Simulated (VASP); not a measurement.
Given:

```
GaSb
1.0
    0.00000     3.10569     3.10569
    3.10569     0.00000     3.10569
    3.10569     3.10569     0.00000
Ga Sb
1 1
Direct
  0.00000   0.00000   0.00000
  0.25000   0.25000   0.25000
```

Method: PBE GGA, VASP's PBE PAW potentials (set 64) (plane waves; VASP). Numerical set-up: 350 eV cut-off, 7×7×7 Γ-centred mesh, Gaussian smearing of 0.050 eV, potentials Ga_d Sb.

Unless said otherwise, spin-orbit coupling is left out, though it shifts the bands of the heavy elements here.

**Question.** Predict the energy per atom (σ→0), band gap (on the k-mesh) with the smallest direct gap where there is one.

**Answer.** 
```
Quantity                                                     Value
------------------------  ----------------------------------------
band gap (on the k-mesh)  none (metal, semimetal or under 0.01 eV)
energy per atom (σ→0)                               -3.679 eV/atom
```

The compound is GaSb in the zinc blende structure. It was relaxed first, which changed the volume by +6 %.
